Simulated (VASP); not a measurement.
A run of VASP 6.6.1 is set up as follows.

The input INCAR:

```
SYSTEM = CS2
PREC = Accurate ; ENCUT = 520
EDIFF = 1E-7 ; ISMEAR = -1
SIGMA = 0.05 ; LREAL = Auto
LASPH = .True. ; NELM = 100
ALGO = Fast ; ISIF = 2
LWAVE = .False. ; LCHARG = .False.
GGA = PE ; IVDW = 12
NBANDS = 82
```

File KPOINTS:

```
Automatic mesh
0
Gamma
  1 1 1
  0 0 0
```

Contents of POSCAR:

```
CS2
1.0
    9.5828400000      0.0000000000      0.0000000000
    0.0000000000      9.5828400000      0.0000000000
    0.0000000000      0.0000000000      9.5828400000
S C
16 8
Direct
    0.0521661637      0.9776642415      0.8961122173
    0.2236915153      0.7382780053      0.7545988454
    0.3904583610      0.5097758076      0.4109741997
    0.5029511084      0.5245000438      0.1061898143
    0.8580963472      0.9146766512      0.5292168084
    0.5513605570      0.8115756915      0.5650308259
    0.7031527188      0.4754853467      0.7348030438
    0.7475967458      0.2347738249      0.9401910081
    0.9006828873      0.6419704388      0.0340504485
    1.1311782311      0.4273576518      0.1008051893
    0.3292656457      0.9026447275      0.1853208443
    0.6511639556      0.9416310822      0.1440804605
    0.7657959436      0.3101168338      0.3386365629
    0.9423406840      0.5560355803      0.4524337253
    0.1514373609      0.3366329815      0.7610791790
    0.4203868582      0.1757307854      0.6739025174
    0.1434960826      0.8593277150      0.8259138210
    0.4554182267      0.5102871383      0.2647440633
    0.7052084768      0.8562910369      0.5456941783
    0.7271539544      0.3532147046      0.8337820521
    1.0187272249      0.5302185991      0.0646781121
    0.4879138126      0.9389909463      0.1552566880
    0.8505724816      0.4299873524      0.3978570027
    0.2817536346      0.2458665698      0.7242425001
```

Potentials or basis: VASP PAW PBE potentials, release 64 (S, C).

The run is started by

```bash
$ cat potpaw_PBE.64/S/POTCAR potpaw_PBE.64/C/POTCAR > POTCAR
$ mpirun -np 1 vasp_gam > vasp.out
```

(1) Estimate the band gap on the k mesh.

(2) What does it give for the largest force?

(3) What does it give for the dispersion energy per atom?

(4) Predict the pressure.

Answers

(1) 3.15 eV, direct.

(2) 3.933 eV/Å.

(3) -0.108 eV.

(4) -0.2 GPa.
